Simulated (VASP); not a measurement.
# Hf3TiO8: relaxation of cell and atoms with PBEsol

Crystal: Hf3TiO8.

```
Ti Hf O
1.0
     4.98451    0.00000    0.00000
     0.00000    5.03977    0.00000
    -0.85731    0.00000    5.09095
Ti Hf O
1 3 8
Direct
  0.27614 0.45806 0.70791
  0.72386 0.95806 0.79209
  0.72386 0.54194 0.29209
  0.27614 0.04194 0.20791
  0.44800 0.74253 0.97858
  0.55200 0.24253 0.52142
  0.55200 0.25747 0.02142
  0.44800 0.75747 0.47858
  0.06836 0.33076 0.34625
  0.93164 0.83076 0.15375
  0.93164 0.66924 0.65375
  0.06836 0.16924 0.84625
```

The cell comes from a database or a generator and needn't be the stable form of this composition.

```
Program                : VASP 6.6.1
Task                   : relaxation of cell and atoms
Functional             : PBEsol
Potentials or basis    : VASP PAW PBE potentials, release 64 (Ti_sv, Hf_pv, O)
Cutoff                 : 600 eV
k mesh                 : 5 × 5 × 5
Occupations            : gaussian, width 0.02 eV
Spin                   : no spin polarisation
Further INCAR settings : ALGO = Normal; EDIFF = 1e-06; IBRION = 2; EDIFFG = -0.005; NSW = 60; ISIF = 3
```

The relaxed volume is 10.90 Å³/atom and the relaxed cell is a = 5.011 Å, b = 5.087 Å, c = 5.205 Å, α = 90.51°, β = 99.57°, γ = 90.50°. The space group after relaxing (to 0.05 Å) is P1 (No. 1) and the energy gained by relaxing is 33.5 meV/atom. The ionic steps are 30 and the pressure after relaxing is 0.0 GPa. The largest force after relaxing is 0.003 eV/Å and the band gap on the k mesh is 2.91 eV, indirect (least direct gap 2.96 eV).

Forces on the atoms (eV/Å):
```
Ti  -0.003  0.001 -0.001
Hf  -0.001  0.000  0.000
Hf   0.000  0.002 -0.002
Hf   0.000 -0.003 -0.001
O    0.001  0.001  0.001
O    0.001  0.001  0.000
O    0.000 -0.001  0.002
O    0.000 -0.001  0.001
O    0.000 -0.001  0.000
O    0.001  0.001  0.001
O    0.001 -0.001  0.000
O    0.001  0.001 -0.001
```

Step by step:
```
step  energy change (eV)  largest force (eV/Å)  pressure (GPa)  volume (Å³)
   1              0.0000                2.1724            7.07       127.89
   2             -0.0487                0.9876          -11.27       136.80
   3             -0.2967                0.9728           -3.50       132.37
   4             -0.3458                0.8057            1.86       129.81
   5             -0.3635                0.3372           -0.03       130.64
   6             -0.3826                0.1971            0.53       130.33
   7             -0.3853                0.2386            0.89       130.16
   8             -0.3939                0.1225           -0.65       131.01
   9             -0.3939                0.1172           -0.58       130.96
  10             -0.3977                0.1201            0.27       130.64
  11             -0.3977                0.1135            0.23       130.65
  12             -0.3992                0.0962           -0.06       130.78
  13             -0.3993                0.0765           -0.02       130.77
  14             -0.4002                0.0567           -0.04       130.80
  15             -0.4003                0.0857           -0.06       130.82
  16             -0.4009                0.0380            0.11       130.77
  17             -0.4010                0.0438            0.11       130.76
  18             -0.4012                0.0424           -0.16       130.89
  19             -0.4012                0.0326           -0.10       130.87
  20             -0.4013                0.0197            0.02       130.81
  21             -0.4013                0.0207            0.03       130.81
  22             -0.4014                0.0165            0.02       130.82
  23             -0.4014                0.0176            0.02       130.82
  24             -0.4015                0.0103           -0.05       130.86
  25             -0.4015                0.0095           -0.05       130.85
  26             -0.4015                0.0089            0.04       130.81
  27             -0.4015                0.0071            0.04       130.82
  28             -0.4015                0.0068            0.00       130.84
  29             -0.4015                0.0053            0.00       130.83
  30             -0.4015                0.0034            0.00       130.84
```

Final structure:
```yaml
crystal:
  lattice:
    - [5.01116, -0.02172, -0.00184]
    - [-0.02203, 5.08712, -0.02650]
    - [-0.86380, -0.02298, 5.13303]
  atoms:
    - { symbol: Ti, position: [0.26004, 0.44975, 0.70598] }
    - { symbol: Hf, position: [0.71557, 0.95539, 0.78925] }
    - { symbol: Hf, position: [0.72107, 0.54047, 0.29152] }
    - { symbol: Hf, position: [0.28192, 0.04202, 0.21096] }
    - { symbol: O, position: [0.43866, 0.72832, 0.96980] }
    - { symbol: O, position: [0.54803, 0.25091, 0.52806] }
    - { symbol: O, position: [0.55806, 0.24987, 0.02229] }
    - { symbol: O, position: [0.45308, 0.76062, 0.47779] }
    - { symbol: O, position: [0.07535, 0.33738, 0.35118] }
    - { symbol: O, position: [0.92599, 0.83932, 0.15483] }
    - { symbol: O, position: [0.94839, 0.66676, 0.65913] }
    - { symbol: O, position: [0.07384, 0.17920, 0.83922] }
```

Levels at points of the mesh, in eV from the valence-band top:
| k point | band 42 | band 43 | band 44 | band 45 | band 46 | band 47 | band 48 | band 49 |
| --- | --- | --- | --- | --- | --- | --- | --- | --- |
| (0.00, 0.00, 0.00) | -0.59 | -0.53 | -0.16 | 0.00 | 2.96 | 3.19 | 3.84 | 4.64 |

Run time: 78 min on 1 thread of AMD EPYC 9R45 (Zen 5), with other jobs on the host, peak memory 0.57 GiB.

Caveat: the PAW data sets were made with another functional, which shifts forces and pressure a little; spin-orbit coupling is left out, which moves the levels of the heavy elements; an odd mesh through Γ misses points on the zone boundary, where band edges often lie. Expect the measured gap to be larger: semilocal functionals such as PBEsol lack the derivative discontinuity.
